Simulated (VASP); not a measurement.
Method: rev-vdW-DF2, VASP's PBE PAW potentials (set 64) (plane waves; VASP).

VASP ran on this input.

POSCAR:
```
Bi
1
    4.0837564613    -2.2340446951    -0.0023486570
    4.0837564613     2.2340446951    -0.0023486570
    2.8637196114     0.0000000000     3.6697599399
Bi
2
Direct
  0.2354180019   0.2354180019   0.2354180019
  0.7645819981   0.7645819981   0.7645819981
```

**INCAR**
```
AGGAC = 0.0
ALGO = Normal
EDIFF = 1E-7
EDIFFG = -0.01
ENCUT = 520
GGA = MK
IBRION = 2
ISIF = 4
ISMEAR = 1
LASPH = .True.
LCHARG = .False.
LMAXMIX = 4
LREAL = .False.
LUSE_VDW = .True.
LWAVE = .False.
NELM = 100
NSW = 30
PARAM1 = 0.1234568
PARAM2 = 0.7114
PREC = Accurate
SIGMA = 0.1
SYSTEM = Bi
ZAB_VDW = -1.8867
```

**KPOINTS**
```
Automatic mesh
0
Gamma
  10 10 10
0 0 0
```

POTCAR, in this order: Bi_d (PBE.64 set). Program: vasp_std.

The resulting files:

OUTCAR:
```
 ion  position               nearest neighbor table
   1  0.235  0.235  0.235-   2 3.03   2 3.03   2 3.03   2 3.44   2 3.44   2 3.44
   2  0.765  0.765  0.765-   1 3.03   1 3.03   1 3.03   1 3.44   1 3.44   1 3.44
  LATTYP: Found a trigonal (rhomboedric) cell.
 ALAT       =     4.6548929151
 COS(alpha) =     0.5393252417
 Subroutine PRICEL returns:
 Original cell was already a primitive cell.
 Subroutine GETGRP returns: Found 12 space group operations
The static configuration has the point symmetry D_3d.
The dynamic configuration has the point symmetry D_3d.
 Subroutine INISYM returns: Found 12 space group operations
 Subroutine IBZKPT returns following result:
 Found    116 irreducible k-points:

 Following reciprocal coordinates:
            Coordinates               Weight
  0.000000  0.000000  0.000000      1.000000
  0.100000 -0.000000  0.000000      6.000000
  0.200000 -0.000000  0.000000      6.000000
  0.300000  0.000000  0.000000      6.000000
  0.400000 -0.000000  0.000000      6.000000
  0.500000 -0.000000  0.000000      3.000000
  0.100000  0.100000  0.000000      6.000000
  0.200000  0.100000 -0.000000     12.000000
  0.300000  0.100000  0.000000     12.000000
  0.400000  0.100000  0.000000     12.000000
  0.500000  0.100000  0.000000     12.000000
 -0.400000  0.100000  0.000000     12.000000
 -0.300000  0.100000  0.000000     12.000000
 -0.200000  0.100000 -0.000000     12.000000
 -0.100000  0.100000  0.000000      6.000000
  0.200000  0.200000  0.000000      6.000000
  0.300000  0.200000 -0.000000     12.000000
  0.400000  0.200000  0.000000     12.000000
  0.500000  0.200000 -0.000000     12.000000
 -0.400000  0.200000  0.000000     12.000000
 -0.300000  0.200000  0.000000     12.000000
 -0.200000  0.200000  0.000000      6.000000
  0.300000  0.300000 -0.000000      6.000000
  0.400000  0.300000  0.000000     12.000000
  0.500000  0.300000  0.000000     12.000000
 -0.400000  0.300000 -0.000000     12.000000
 -0.300000  0.300000  0.000000      6.000000
  0.400000  0.400000  0.000000      6.000000
  0.500000  0.400000 -0.000000     12.000000
 -0.400000  0.400000  0.000000      6.000000
  0.500000  0.500000  0.000000      3.000000
  0.100000  0.100000  0.100000      2.000000
  0.200000  0.100000  0.100000      6.000000
  0.300000  0.100000  0.100000      6.000000
  0.400000  0.100000  0.100000      6.000000
  0.500000  0.100000  0.100000      6.000000
 -0.400000  0.100000  0.100000      6.000000
 -0.300000  0.100000  0.100000      6.000000
 -0.200000  0.100000  0.100000      6.000000
 -0.100000  0.100000  0.100000      6.000000
   k-points           NKPTS =    116   k-points in BZ     NKDIM =    116   number of bands    NBANDS=     19
   number of dos      NEDOS =    301   number of ions     NIONS =      2
   total plane-waves  NPLWV =  46656
   dimension x,y,z NGX =    36 NGY =   36 NGZ =   36
   dimension x,y,z NGXF=    72 NGYF=   72 NGZF=   72
   ions per type =               2
   PREC   = accura    normal or accurate (medium, high low for compatibility)
   ISTART =      0    job   : 0-new  1-cont  2-samecut
   ICHARG =      2    charge: 1-file 2-atom 10-const
   ISPIN  =      1    spin polarized calculation?
   LNONCOLLINEAR =      F non collinear calculations
   LSORBIT =      F    spin-orbit coupling
   INIWAV =      1    electr: 0-lowe 1-rand  2-diag
   ENCUT  =  520.0 eV  38.22 Ry    6.18 a.u.   8.66  8.66  8.66*2*pi/ulx,y,z
   NELM   =    100;   NELMIN=  2; NELMDL= -5     # of ELM steps
   EDIFF  = 0.1E-06   stopping-criterion for ELM
   LREAL  =      F    real-space projection
   NLSPLINE    = F    spline interpolate recip. space projectors
...
```

File OSZICAR:
```
       N       E                     dE             d eps       ncg     rms          rms(c)
DAV:   1     0.301863917916E+03    0.30186E+03   -0.16848E+04  4408   0.193E+03
DAV:   2     0.219561947348E+02   -0.27991E+03   -0.27564E+03  4423   0.462E+02
DAV:   3    -0.102375123407E+01   -0.22980E+02   -0.22628E+02  5175   0.155E+02
DAV:   4    -0.181610109123E+01   -0.79235E+00   -0.79018E+00  4899   0.312E+01
DAV:   5    -0.185802124532E+01   -0.41920E-01   -0.41919E-01  6033   0.644E+00    0.107E+00
DAV:   6    -0.185236154412E+01    0.56597E-02   -0.17475E-02  5451   0.143E+00    0.632E-01
DAV:   7    -0.185019147426E+01    0.21701E-02   -0.12017E-02  5212   0.129E+00    0.103E-01
DAV:   8    -0.185036478605E+01   -0.17331E-03   -0.12868E-03  4770   0.448E-01    0.190E-02
DAV:   9    -0.185037845171E+01   -0.13666E-04   -0.55192E-05  6297   0.758E-02    0.894E-03
DAV:  10    -0.185037771766E+01    0.73405E-06   -0.53671E-06  5391   0.194E-02    0.157E-03
DAV:  11    -0.185037806341E+01   -0.34575E-06   -0.38027E-07  3897   0.464E-03    0.965E-04
DAV:  12    -0.185037806890E+01   -0.54965E-08   -0.10151E-07  3477   0.304E-03
   1 F= -.18503781E+01 E0= -.18504650E+01  d E =-.185038E+01
       N       E                     dE             d eps       ncg     rms          rms(c)
DAV:   1    -0.185109436104E+01   -0.71630E-03   -0.26127E+00  4858   0.110E+01    0.280E-01
DAV:   2    -0.185750882874E+01   -0.64145E-02   -0.82678E-02  6454   0.345E+00    0.163E-01
DAV:   3    -0.185664774870E+01    0.86108E-03   -0.18876E-03  6369   0.621E-01    0.370E-02
DAV:   4    -0.185665599104E+01   -0.82423E-05   -0.49760E-04  6062   0.217E-01    0.103E-02
DAV:   5    -0.185665658606E+01   -0.59501E-06   -0.27958E-05  4912   0.676E-02    0.324E-03
DAV:   6    -0.185665666726E+01   -0.81207E-07   -0.20930E-06  6230   0.173E-02    0.157E-03
DAV:   7    -0.185665666101E+01    0.62560E-08   -0.16447E-07  2559   0.466E-03
   2 F= -.18566567E+01 E0= -.18567177E+01  d E =-.627859E-02
       N       E                     dE             d eps       ncg     rms          rms(c)
DAV:   1    -0.184372401127E+01    0.12933E-01   -0.82932E+00  4858   0.198E+01    0.498E-01
DAV:   2    -0.186320766505E+01   -0.19484E-01   -0.25480E-01  6481   0.571E+00    0.295E-01
DAV:   3    -0.186056462921E+01    0.26430E-02   -0.56412E-03  6302   0.103E+00    0.822E-02
DAV:   4    -0.186048745923E+01    0.77170E-04   -0.14228E-03  6494   0.398E-01    0.180E-02
DAV:   5    -0.186049175030E+01   -0.42911E-05   -0.12220E-04  4687   0.143E-01    0.551E-03
DAV:   6    -0.186049228584E+01   -0.53554E-06   -0.68062E-06  5950   0.276E-02    0.284E-03
DAV:   7    -0.186049234533E+01   -0.59486E-07   -0.69919E-07  4784   0.736E-03
   3 F= -.18604923E+01 E0= -.18605095E+01  d E =-.101143E-01
       N       E                     dE             d eps       ncg     rms          rms(c)
DAV:   1    -0.186045622477E+01    0.36061E-04   -0.18747E-02  4867   0.933E-01    0.245E-02
DAV:   2    -0.186050821679E+01   -0.51992E-04   -0.65379E-04  6462   0.322E-01    0.139E-02
DAV:   3    -0.186050233714E+01    0.58796E-05   -0.12402E-05  6548   0.519E-02    0.367E-03
DAV:   4    -0.186050228367E+01    0.53476E-07   -0.34867E-06  6143   0.184E-02    0.838E-04
DAV:   5    -0.186050224285E+01    0.40814E-07   -0.22286E-07  3024   0.643E-03
   4 F= -.18605022E+01 E0= -.18605205E+01  d E =-.101242E-01
       N       E                     dE             d eps       ncg     rms          rms(c)
DAV:   1    -0.186440578676E+01   -0.39035E-02   -0.17008E-01  4663   0.341E+00    0.309E-01
DAV:   2    -0.186237890910E+01    0.20269E-02   -0.69878E-03  6171   0.142E+00    0.199E-01
DAV:   3    -0.186091940551E+01    0.14595E-02   -0.22865E-03  5644   0.111E+00    0.204E-02
DAV:   4    -0.186097865989E+01   -0.59254E-04   -0.78043E-04  4714   0.379E-01    0.100E-02
DAV:   5    -0.186097992851E+01   -0.12686E-05   -0.28866E-05  5426   0.581E-02    0.380E-03
DAV:   6    -0.186097967843E+01    0.25008E-06   -0.18268E-06  5985   0.257E-02    0.967E-04
DAV:   7    -0.186097967484E+01    0.35839E-08   -0.24220E-07  3260   0.621E-03
   5 F= -.18609797E+01 E0= -.18610164E+01  d E =-.477432E-03
       N       E                     dE             d eps       ncg     rms          rms(c)
DAV:   1    -0.186472001599E+01   -0.37403E-02   -0.17692E-01  4654   0.348E+00    0.315E-01
DAV:   2    -0.186261180764E+01    0.21082E-02   -0.72425E-03  6175   0.144E+00    0.203E-01
DAV:   3    -0.186109500999E+01    0.15168E-02   -0.23831E-03  5653   0.113E+00    0.208E-02
DAV:   4    -0.186115669704E+01   -0.61687E-04   -0.81200E-04  4714   0.386E-01    0.102E-02
DAV:   5    -0.186115801981E+01   -0.13228E-05   -0.30037E-05  5439   0.592E-02    0.390E-03
DAV:   6    -0.186115775597E+01    0.26383E-06   -0.18865E-06  6054   0.263E-02    0.984E-04
DAV:   7    -0.186115775292E+01    0.30514E-08   -0.24666E-07  3346   0.619E-03
   6 F= -.18611578E+01 E0= -.18612139E+01  d E =-.655510E-03
```

OUTCAR:
```
------------------------ aborting loop because EDIFF is reached ----------------------------------------
  FORCE on cell =-STRESS in cart. coord.  units (eV):
  Direction    XX          YY          ZZ          XY          YZ          ZX
  --------------------------------------------------------------------------------------
  Total        1.0752694      1.0802806      1.0797277      0.0000000      0.0000000     -0.0016651
  in kB       25.7166073     25.8364554     25.8232340      0.0000000      0.0000000     -0.0398240
  external PRESSURE =      25.7920989 kB  Pullay stress =       0.0000000 kB
  volume of cell :       66.99
      direct lattice vectors                 reciprocal lattice vectors
     4.029083542 -2.251848290 -0.031344918     0.123365653 -0.222039825 -0.094097495
     4.029083542  2.251848290 -0.031344918     0.123365653  0.222039825 -0.094097495
     2.799323851  0.000000000  3.670027717     0.002107279  0.000000000  0.270870173
 POSITION                                       TOTAL-FORCE (eV/Angst)
 -----------------------------------------------------------------------------------
      2.58932      0.00000      0.86029         0.000488      0.000000      0.000162
      8.26817      0.00000      2.74705        -0.000488      0.000000     -0.000162
 -----------------------------------------------------------------------------------
    total drift:                                0.000000     -0.000000      0.000000
  FREE ENERGIE OF THE ION-ELECTRON SYSTEM (eV)
  ---------------------------------------------------
  free  energy   TOTEN  =        -1.8611577529 eV

  energy  without entropy=       -1.8613262127  energy(sigma->0) =       -1.86121391

 reached required accuracy - stopping structural energy minimisation
```
(Selected blocks of OUTCAR.)

CONTCAR:
```
Bi
   1.00000000000000
     4.0290835416401345   -2.2518482902477843   -0.0313449182885069
     4.0290835416401345    2.2518482902477843   -0.0313449182885069
     2.7993238512851772    0.0000000000000000    3.6700277167758935
  Bi
     2
Direct
     0.2384826657182742    0.2384826657182742    0.2384826657359236
     0.7615173342817259    0.7615173342817259    0.7615173342640765
```

The compound is Bi in the a7 structure. This cell is one point of a volume scan, at 0.94 of the reference volume. Symmetry was kept, so distortions that lower it aren't found.
